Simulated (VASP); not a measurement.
Computed with PBEsol GGA, VASP's PBE PAW potentials (set 64) (plane waves; VASP).

VASP ran on this input.

File KPOINTS:
```
Automatic mesh
0
Gamma
8 8 8
0 0 0
```

### INCAR
```
SYSTEM = ScIr2
LREAL = .FALSE.
LMAXMIX = 6   ! l cut-off of mixed one-centre charges
ENCUT = 300   ! plane-wave cut-off (eV)
EDIFF = 1E-6   ! SCF stop (eV)
LASPH = .TRUE.
ALGO = Normal   ! blocked Davidson
ISIF = 2
NELM = 100   ! most electronic steps
LCHARG = .FALSE.
PREC = Accurate
SIGMA = 0.1
ISMEAR = -1   ! Fermi-Dirac
LWAVE = .FALSE.
GGA = PS
```

**POSCAR**
```
ScIr2
1
    0.0000000000     3.6740000000     3.6740000000
    3.6740000000     0.0000000000     3.6740000000
    3.6740000000     3.6740000000     0.0000000000
Ir Sc
4 2
Direct
  0.6250000000   0.6250000000   0.6250000000
  0.1250000000   0.6250000000   0.6250000000
  0.6250000000   0.6250000000   0.1250000000
  0.6250000000   0.1250000000   0.6250000000
  0.0000000000   0.0000000000   0.0000000000
  0.2500000000   0.2500000000   0.2500000000
```

POTCAR, in this order: Ir Sc_sv (PBE.64 set). Program: vasp_std.

Output of the run:

OUTCAR:
```
 ion  position               nearest neighbor table
   1  0.625  0.625  0.625-   2 2.60   3 2.60   4 2.60   3 2.60   4 2.60   2 2.60   6 3.05   5 3.05
                             6 3.05   5 3.05   6 3.05   5 3.05
   2  0.125  0.625  0.625-   1 2.60   3 2.60   4 2.60   1 2.60   3 2.60   4 2.60   5 3.05   6 3.05
                             5 3.05   5 3.05   6 3.05   6 3.05
   3  0.625  0.625  0.125-   1 2.60   1 2.60   2 2.60   4 2.60   4 2.60   2 2.60   6 3.05   5 3.05
                             6 3.05   5 3.05   6 3.05   5 3.05
   4  0.625  0.125  0.625-   1 2.60   3 2.60   1 2.60   2 2.60   3 2.60   2 2.60   5 3.05   6 3.05
                             5 3.05   6 3.05   6 3.05   5 3.05
   5  0.000  0.000  0.000-   1 3.05   3 3.05   4 3.05   1 3.05   2 3.05   3 3.05   1 3.05   2 3.05
                             4 3.05   2 3.05   3 3.05   4 3.05   6 3.18   6 3.18   6 3.18   6 3.18
   6  0.250  0.250  0.250-   2 3.05   3 3.05   4 3.05   1 3.05   2 3.05   4 3.05   1 3.05   2 3.05
                             3 3.05   1 3.05   3 3.05   4 3.05   5 3.18   5 3.18   5 3.18   5 3.18
  LATTYP: Found a face centered cubic cell.
 ALAT       =     7.3480000000
 Subroutine PRICEL returns:
 Original cell was already a primitive cell.
 Subroutine GETGRP returns: Found 48 space group operations
The static configuration has the point symmetry T_d .
 The point group associated with its full space group is O_h .
The dynamic configuration has the point symmetry T_d .
 Subroutine INISYM returns: Found 48 space group operations
 Subroutine IBZKPT returns following result:
 Found     29 irreducible k-points:

 Following reciprocal coordinates:
            Coordinates               Weight
  0.000000  0.000000  0.000000      1.000000
  0.125000  0.000000  0.000000      8.000000
  0.250000  0.000000  0.000000      8.000000
  0.375000  0.000000  0.000000      8.000000
  0.500000  0.000000  0.000000      4.000000
  0.125000  0.125000  0.000000      6.000000
  0.250000  0.125000  0.000000     24.000000
  0.375000  0.125000  0.000000     24.000000
  0.500000  0.125000  0.000000     24.000000
 -0.375000  0.125000  0.000000     24.000000
 -0.250000  0.125000  0.000000     24.000000
 -0.125000  0.125000  0.000000     12.000000
  0.250000  0.250000  0.000000      6.000000
  0.375000  0.250000  0.000000     24.000000
  0.500000  0.250000  0.000000     24.000000
 -0.375000  0.250000  0.000000     24.000000
 -0.250000  0.250000  0.000000     12.000000
  0.375000  0.375000  0.000000      6.000000
  0.500000  0.375000  0.000000     24.000000
 -0.375000  0.375000  0.000000     12.000000
  0.500000  0.500000  0.000000      3.000000
  0.375000  0.250000  0.125000     24.000000
  0.500000  0.250000  0.125000     48.000000
 -0.375000  0.250000  0.125000     24.000000
  0.500000  0.375000  0.125000     24.000000
 -0.375000  0.375000  0.125000     48.000000
 -0.250000  0.375000  0.125000     24.000000
 -0.375000  0.500000  0.125000     12.000000
 -0.250000  0.500000  0.250000      6.000000
   k-points           NKPTS =     29   k-points in BZ     NKDIM =     29   number of bands    NBANDS=     34
   number of dos      NEDOS =    301   number of ions     NIONS =      6
   total plane-waves  NPLWV =  27000
   dimension x,y,z NGX =    30 NGY =   30 NGZ =   30
   dimension x,y,z NGXF=    60 NGYF=   60 NGZF=   60
   ions per type =               4   2
   PREC   = accura    normal or accurate (medium, high low for compatibility)
   ISTART =      0    job   : 0-new  1-cont  2-samecut
   ICHARG =      2    charge: 1-file 2-atom 10-const
   ISPIN  =      1    spin polarized calculation?
   LNONCOLLINEAR =      F non collinear calculations
   LSORBIT =      F    spin-orbit coupling
   INIWAV =      1    electr: 0-lowe 1-rand  2-diag
   ENCUT  =  300.0 eV  22.05 Ry    4.70 a.u.   7.34  7.34  7.34*2*pi/ulx,y,z
   NELM   =    100;   NELMIN=  2; NELMDL= -5     # of ELM steps
   EDIFF  = 0.1E-05   stopping-criterion for ELM
   LREAL  =      F    real-space projection
   NLSPLINE    = F    spline interpolate recip. space projectors
   LMAXMIX     =    6 max onsite mixed and CHGCAR
...
```

OSZICAR:
```
       N       E                     dE             d eps       ncg     rms          rms(c)
DAV:   1     0.571973370656E+03    0.57197E+03   -0.18876E+04  2124   0.119E+03
DAV:   2     0.131647470353E+02   -0.55881E+03   -0.55189E+03  2004   0.516E+02
DAV:   3    -0.553835336092E+02   -0.68548E+02   -0.66571E+02  3282   0.151E+02
DAV:   4    -0.610763084512E+02   -0.56928E+01   -0.55221E+01  3248   0.513E+01
DAV:   5    -0.613044589443E+02   -0.22815E+00   -0.22034E+00  2912   0.792E+00    0.289E+01
DAV:   6    -0.576917636085E+02    0.36127E+01   -0.68400E+00  2990   0.255E+01    0.115E+01
DAV:   7    -0.570079636946E+02    0.68380E+00   -0.28518E+00  2840   0.142E+01    0.205E+00
DAV:   8    -0.569811463459E+02    0.26817E-01   -0.37106E-01  3272   0.437E+00    0.151E+00
DAV:   9    -0.569606628379E+02    0.20484E-01   -0.15307E-01  3248   0.367E+00    0.623E-01
DAV:  10    -0.569557199897E+02    0.49428E-02   -0.38391E-02  3448   0.154E+00    0.116E-01
DAV:  11    -0.569555228345E+02    0.19716E-03   -0.13866E-03  3078   0.327E-01    0.426E-02
DAV:  12    -0.569555275025E+02   -0.46680E-05   -0.18023E-04  3310   0.730E-02    0.123E-02
DAV:  13    -0.569555268949E+02    0.60767E-06   -0.13252E-05  2526   0.317E-02    0.798E-03
DAV:  14    -0.569555265777E+02    0.31714E-06   -0.59192E-07  1438   0.790E-03
   1 F= -.56955527E+02 E0= -.56887120E+02  d E =-.136813E+00
```

OUTCAR:
```
------------------------ aborting loop because EDIFF is reached ----------------------------------------
  FORCE on cell =-STRESS in cart. coord.  units (eV):
  Direction    XX          YY          ZZ          XY          YZ          ZX
  --------------------------------------------------------------------------------------
  Total       -1.4376175     -1.4376175     -1.4376175      0.0000000      0.0000000     -0.0000000
  in kB      -23.2223664    -23.2223664    -23.2223664      0.0000000      0.0000000     -0.0000000
  external PRESSURE =     -23.2223664 kB  Pullay stress =       0.0000000 kB
  volume of cell :       99.19
      direct lattice vectors                 reciprocal lattice vectors
     0.000000000  3.674000000  3.674000000    -0.136091453  0.136091453  0.136091453
     3.674000000  0.000000000  3.674000000     0.136091453 -0.136091453  0.136091453
     3.674000000  3.674000000  0.000000000     0.136091453  0.136091453 -0.136091453
 POSITION                                       TOTAL-FORCE (eV/Angst)
 -----------------------------------------------------------------------------------
      4.59250      4.59250      4.59250        -0.000000     -0.000000      0.000000
      4.59250      2.75550      2.75550        -0.000000     -0.000000      0.000000
      2.75550      2.75550      4.59250        -0.000000     -0.000000      0.000000
      2.75550      4.59250      2.75550        -0.000000     -0.000000      0.000000
      0.00000      0.00000      0.00000        -0.000000     -0.000000     -0.000000
      1.83700      1.83700      1.83700         0.000000      0.000000      0.000000
 -----------------------------------------------------------------------------------
    total drift:                                0.000000      0.000000      0.000000
  FREE ENERGIE OF THE ION-ELECTRON SYSTEM (eV)
  ---------------------------------------------------
  free  energy   TOTEN  =       -56.9555265777 eV

  energy  without entropy=      -56.8187138065  energy(sigma->0) =      -56.88712019
```
(Selected blocks of OUTCAR.)

OUTCAR:
```
 val. band max:        7.5357206249   @ k =  -0.1250   0.1250   0.0000

 cond. band min:       7.5868604324   @ k =   0.2500   0.2500   0.0000


 Fermi energy:         7.5487710698

 k-point     1 :       0.0000    0.0000    0.0000
  band No.  band energies     occupation
      1     -41.9126      2.00000
      2     -41.8568      2.00000
      3     -20.6928      2.00000
      4     -20.6928      2.00000
      5     -20.6928      2.00000
      6     -20.5480      2.00000
      7     -20.5480      2.00000
      8     -20.5480      2.00000
      9      -2.1013      2.00000
     10       0.5007      2.00000
     11       1.2225      2.00000
     12       1.2225      2.00000
     13       1.2225      2.00000
     14       2.7189      2.00000
     15       2.7189      2.00000
     16       2.8591      2.00000
     17       2.8591      2.00000
     18       2.8591      2.00000
     19       6.5567      1.99990
     20       6.5567      1.99990
     21       6.5567      1.99990
     22       6.9076      1.99672
     23       6.9076      1.99672
     24       6.9263      1.99605
     25       6.9263      1.99605
     26       6.9263      1.99605
     27       6.9858      1.99285
     28       6.9858      1.99285
     29       7.2264      1.92344
     30       7.2264      1.92344
     31       7.2264      1.92344
     32       8.7558      0.00001
     33       9.5712      0.00000
     34       9.5713      0.00000

 k-point     2 :       0.1250    0.0000    0.0000
  band No.  band energies     occupation
      1     -41.9109      2.00000
      2     -41.8584      2.00000
      3     -20.6945      2.00000
      4     -20.6945      2.00000
      5     -20.6910      2.00000
      6     -20.5500      2.00000
      7     -20.5457      2.00000
      8     -20.5457      2.00000
      9      -1.9320      2.00000
     10       0.6345      2.00000
     11       1.2742      2.00000
     12       1.3264      2.00000
     13       1.3264      2.00000
     14       2.7796      2.00000
...
```

At this cut-off the stress carries a Pulay error, which pulls relaxed volumes low. Unless said otherwise, spin-orbit coupling is left out, though it shifts the bands of the heavy elements here.

The structure comes from a measured ScIr2 entry of the Crystallography Open Database, whose conditions weren't checked. The cell was not relaxed at this level.
